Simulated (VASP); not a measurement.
# TlSe (space group Pm-3m): computed properties

Calculation: PBEsol GGA, VASP's PBE PAW potentials (set 64) (plane waves; VASP).

space group: Pm-3m (221)
cell: a = b = c = 3.6553 Å, α = β = γ = 90.00°
volume per atom: 24.42 Å³/atom
band gap (over mesh and band path): none (metal, semimetal or under 0.01 eV)
band gap with spin-orbit coupling: none (metallic)
density: 9.63 g/cm³

```xyz
2
Lattice="3.6553 0.0000 0.0000 0.0000 3.6553 0.0000 0.0000 0.0000 3.6553" Properties=species:S:1:pos:R:3 pbc="T T T"
Tl     1.8277     1.8277     1.8277
Se     0.0000     0.0000     0.0000
```

Unless said otherwise, spin-orbit coupling is left out, though it shifts the bands of the heavy elements here.

The structure comes from a computed database's TlSe entry (Pm-3m); how it stands against other phases isn't given here. It was relaxed first, which changed the volume by -8 %. Symmetry was kept, so distortions that lower it aren't found. The electron count is odd and the run is not spin-polarised, which forces a metal.
